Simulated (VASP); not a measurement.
Here is the system:

```
CELL_PARAMETERS angstrom
      3.31593     0.00000     0.00000
      0.00000     3.31593     0.00000
      0.00000     0.00000     3.31593
ATOMIC_POSITIONS crystal
  Zr 0.00000 0.00000 0.00000
  Se 0.50000 0.50000 0.50000
```

Computed with PBEsol GGA, VASP's PBE PAW potentials (set 64) (plane waves; VASP). Settings: 400 eV cut-off, 12×12×12 Γ-centred mesh, tetrahedra with Blöchl corrections, potentials Zr_sv Se.

**Question.** The job: ZrSe (relaxed from the CsCl type structure, space group Pm-3m), 2 atoms, PBEsol, static run, 400 eV, 12×12×12 Γ-centred mesh. Roughly how much core time does it take on a busy server core?

**Answer.** About 9 core-seconds (one run on a shared machine, a rough figure). It had 84 irreducible k-points, 13 bands, up to 691 plane waves and 13 electronic steps.

The structure was generated: ZrSe was put into the CsCl type type (Pm-3m), which need not be its known phase. It was relaxed first, which changed the volume by -35 %.
